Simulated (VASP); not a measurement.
OSZICAR of a VASP run on ZrO (relaxed from the wurtzite structure, space group P6_3mc):

File OSZICAR:
```
       N       E                     dE             d eps       ncg     rms          rms(c)
DAV:   1     0.343947148002E+03    0.34395E+03   -0.20408E+04  1848   0.165E+03
DAV:   2    -0.122809816132E+02   -0.35623E+03   -0.34980E+03  2132   0.453E+02
DAV:   3    -0.411381048987E+02   -0.28857E+02   -0.28612E+02  3020   0.112E+02
DAV:   4    -0.426713598282E+02   -0.15333E+01   -0.15309E+01  2578   0.222E+01
DAV:   5    -0.427002273338E+02   -0.28868E-01   -0.28866E-01  2652   0.275E+00    0.276E+01
DAV:   6    -0.381975682476E+02    0.45027E+01   -0.31139E+01  2364   0.373E+01    0.132E+01
DAV:   7    -0.380055322780E+02    0.19204E+00   -0.31259E+00  2240   0.113E+01    0.719E+00
DAV:   8    -0.379775047404E+02    0.28028E-01   -0.25892E-01  2472   0.391E+00    0.651E-01
DAV:   9    -0.379773604421E+02    0.14430E-03   -0.36359E-02  2548   0.129E+00    0.465E-01
DAV:  10    -0.379770462032E+02    0.31424E-03   -0.64314E-03  2264   0.687E-01    0.115E-01
DAV:  11    -0.379770623138E+02   -0.16111E-04   -0.33454E-04  2332   0.162E-01    0.364E-02
DAV:  12    -0.379770519059E+02    0.10408E-04   -0.65488E-05  2342   0.563E-02    0.449E-03
DAV:  13    -0.379770520308E+02   -0.12495E-06   -0.42864E-06  2162   0.150E-02
   1 F= -.37977052E+02 E0= -.37976891E+02  d E =-.379771E+02
       N       E                     dE             d eps       ncg     rms          rms(c)
DAV:   1    -0.379787652960E+02   -0.17134E-02   -0.17956E-01  1884   0.374E+00    0.223E-01
DAV:   2    -0.379780345040E+02    0.73079E-03   -0.50565E-03  2286   0.525E-01    0.115E-01
DAV:   3    -0.379777400502E+02    0.29445E-03   -0.72529E-04  2374   0.199E-01    0.327E-02
DAV:   4    -0.379777319576E+02    0.80927E-05   -0.69537E-05  2708   0.583E-02    0.139E-02
DAV:   5    -0.379777321102E+02   -0.15267E-06   -0.50680E-06  1832   0.165E-02
   2 F= -.37977732E+02 E0= -.37977509E+02  d E =-.680079E-03
       N       E                     dE             d eps       ncg     rms          rms(c)
DAV:   1    -0.379800155469E+02   -0.22836E-02   -0.35349E-01  1872   0.524E+00    0.314E-01
DAV:   2    -0.379785696093E+02    0.14459E-02   -0.99988E-03  2282   0.736E-01    0.162E-01
DAV:   3    -0.379779859783E+02    0.58363E-03   -0.14747E-03  2408   0.282E-01    0.450E-02
DAV:   4    -0.379779725055E+02    0.13473E-04   -0.12950E-04  2694   0.796E-02    0.196E-02
DAV:   5    -0.379779724608E+02    0.44698E-07   -0.98857E-06  1948   0.227E-02
   3 F= -.37977972E+02 E0= -.37977685E+02  d E =-.920430E-03
       N       E                     dE             d eps       ncg     rms          rms(c)
DAV:   1    -0.379829279105E+02   -0.49554E-02   -0.20148E-01  1860   0.410E+00    0.607E-01
DAV:   2    -0.379792104571E+02    0.37175E-02   -0.16228E-02  2280   0.936E-01    0.228E-01
DAV:   3    -0.379782626625E+02    0.94779E-03   -0.29193E-03  2752   0.458E-01    0.928E-02
DAV:   4    -0.379782312571E+02    0.31405E-04   -0.56857E-04  2876   0.137E-01    0.728E-02
DAV:   5    -0.379782563426E+02   -0.25086E-04   -0.52500E-05  2852   0.399E-02    0.301E-02
DAV:   6    -0.379782615717E+02   -0.52290E-05   -0.68433E-05  3066   0.488E-02    0.643E-03
DAV:   7    -0.379782612734E+02    0.29824E-06   -0.51891E-06  1846   0.135E-02
   4 F= -.37978261E+02 E0= -.37977955E+02  d E =-.288813E-03
```

Question: Which electronic solver shows in the log?

Answer: It is blocked Davidson (ALGO = Normal, or the opening steps of other solvers). The INCAR had ALGO = Normal.

Question: Can the final energy be trusted as converged?

Answer: Self-consistency was reached. It stopped with EDIFF = 1E-6, NELM = 100, NSW = 60 and EDIFFG = -0.02 after 4 ionic steps (PBEsol GGA, plane waves, VASP's PBE PAW potentials (set 64)).

The structure was generated: ZrO was put into the wurtzite type (P6_3mc), which need not be its known phase. This run relaxes it. Symmetry was kept, so distortions that lower it aren't found. The start is the result of an earlier pass.
